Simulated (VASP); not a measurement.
BeSi:

```xyz
2
Lattice="2.9658 0.0000 0.0000 0.0000 2.9658 0.0000 0.0000 0.0000 2.9658" Properties=species:S:1:pos:R:3 pbc="T T T"
Be    1.4829    1.4829    1.4829
Si    0.0000    0.0000    0.0000
```

The cell was built by a generator and needn't be a form met in nature.

```yaml
Program: VASP 6.6.1
Task: relaxation of cell and atoms
Functional: PBEsol
Potentials_or_basis: VASP PAW PBE potentials, release 64 (Be, Si)
Cutoff: 600 eV
k_mesh: 9 × 9 × 9
Occupations: gaussian, width 0.05 eV
Spin: no spin polarisation
```

At the start: pressure -10.2 GPa; volume 13.04 Å³/atom.

Where does the relaxation end?

Over 4 steps the energy falls by 63.0 meV/atom and the volume is 11.26 Å³/atom (-13.7 %); space group Pm-3m (No. 221, to 0.05 Å).

Step by step:
```
step  energy change (eV)  largest force (eV/Å)  pressure (GPa)  volume (Å³)
   1              0.0000                0.0000          -10.15        26.09
   2             -0.1218                0.0000           -2.34        23.09
   3             -0.1259                0.0000            0.34        22.44
   4             -0.1260                0.0000           -0.01        22.52
```

Final structure:
```
CELL_PARAMETERS angstrom
2.82406 0.00000 0.00000
0.00000 2.82406 0.00000
0.00000 0.00000 2.82406
ATOMIC_POSITIONS crystal
Be 0.50000 0.50000 0.50000
Si 0.00000 0.00000 0.00000
```

Caveat: the PAW data sets were made with another functional, which shifts forces and pressure a little.
